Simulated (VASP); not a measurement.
The system is TeRu.

```
CELL_PARAMETERS angstrom
0.00000 3.11393 3.11393
3.11393 0.00000 3.11393
3.11393 3.11393 0.00000
ATOMIC_POSITIONS crystal
Ru 0.00000 0.00000 0.00000
Te 0.25000 0.25000 0.25000
```

The cell comes from a database or a generator and needn't be the stable form of this composition.

Base run:

* Program: VASP 6.6.1
* Functional: PBEsol
* Potentials or basis: VASP PAW PBE potentials, release 64 (Ru_pv, Te)
* Cutoff: 520 eV
* k mesh: 5 × 5 × 5
* Occupations: gaussian, width 0.05 eV
* Spin: collinear spin, random start
* Starting moments: [-0.57, 0.0] μB
* Hubbard terms: Ru d U = 6 eV

Its results: band gap on the k mesh none (metal or under the smearing width); pressure -0.5 GPa; net moment -2.00 μB per cell; site moments Ru -2.15; Te +0.28 μB.

Question: The run is repeated on the same cell with these changes: hubbard terms from Ru d U = 6 eV to Ru d U = 2 eV; moments at the start from [-0.57, 0.0] to [-0.3, 0.0]. What comes out?

Answer: Band gap on the k mesh none (metal or under the smearing width); pressure -13.4 GPa; net moment -0.16 μB per cell; site moments Ru -0.18; Te +0.02 μB.

Caveats: the PAW data sets were made with another functional, which shifts forces and pressure a little; the U is typed as a test and isn't derived for this compound.

Not every run made on this cell is shown here.
